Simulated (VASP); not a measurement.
A run of VASP 6.6.1:

POSCAR

```
H3SNO2
1.0
    6.4728650000      0.0000000000      0.0000000000
    0.0000000000      6.4728650000      0.0000000000
    0.0000000000      0.0000000000      6.4728650000
S O N H
3 6 3 9
Direct
    0.2561771333      0.4317717116      0.0619200308
    0.9803386908      0.1523436685      0.6354836691
    0.6651459593      0.7050355600      0.2804940316
    0.3337162138      0.2919572709      0.2257423876
    0.2904896055      0.6500830776      0.0963715449
    0.9385488497      0.3481147838      0.7394098286
    0.8191581317     -0.0044029962      0.6463752913
    0.6933405841      0.8841525352      0.1561132512
    0.7740930793      0.5188892399      0.2275344843
    0.1433986341      0.6942520816      0.4988053976
    0.4928883887      0.4482095641      0.7676199025
    0.2503991664      0.0135797672      0.8338038875
    0.0133480306      0.7234972458      0.5766998076
    0.1277332371      0.7954128504      0.3819019862
    0.1338047372      0.5621158482      0.4222550602
    0.6043691627      0.5254242132      0.8386085605
    0.5694541752      0.3416107087      0.6839166273
    0.4153493082      0.5439167973      0.6669071578
    0.3830143221      0.0944095080      0.8335875999
    0.1905802145     -0.0077709021      0.9717953333
    0.2823015774     -0.1409267766      0.7742939178
```

The input INCAR.step1:

```
SYSTEM = H3SNO2
PREC = Accurate
ENCUT = 520
ISMEAR = -1
SIGMA = 0.05
LREAL = Auto
LASPH = .True.
NELM = 60
NBANDS = 55
GGA = PE
ALGO = Normal
EDIFF = 1E-4
LWAVE = .True.
LCHARG = .False.
```

Contents of INCAR.step2:

```
SYSTEM = H3SNO2
PREC = Accurate
ENCUT = 520
EDIFF = 1E-6
ISMEAR = -1
SIGMA = 0.05
LREAL = Auto
LASPH = .True.
NELM = 60
ALGO = Normal
ISIF = 2
LWAVE = .False.
LCHARG = .False.
METAGGA = R2SCAN
LMIXTAU = .True.
IVDW = 12
VDW_S6 = 1.0
VDW_S8 = 0.78981345
VDW_A1 = 0.49484001
VDW_A2 = 5.73083694
NBANDS = 55
ISTART = 1
```

KPOINTS

```
regular mesh
0
Gamma
  1 1 1
  0 0 0
```

Potentials or basis: VASP PAW PBE potentials, release 64 (S, O, N, H).

Run with:

```bash
$ cat potpaw_PBE.64/S/POTCAR potpaw_PBE.64/O/POTCAR potpaw_PBE.64/N/POTCAR potpaw_PBE.64/H/POTCAR > POTCAR
$ cp INCAR.step1 INCAR
$ mpirun -np 1 vasp_gam > vasp.out
$ cp INCAR.step2 INCAR
$ mpirun -np 1 vasp_gam > vasp.out
```

Hardware: 1 thread of Intel(R) Xeon(R) 6975P-C (Granite Rapids) (shared host).

Task: How long does it take, and how much memory?

Result: Run time: 68 s on 1 thread of Intel(R) Xeon(R) 6975P-C (Granite Rapids), with other jobs on the host, peak memory 0.34 GiB. Counts: scf iterations 11, k points 1.
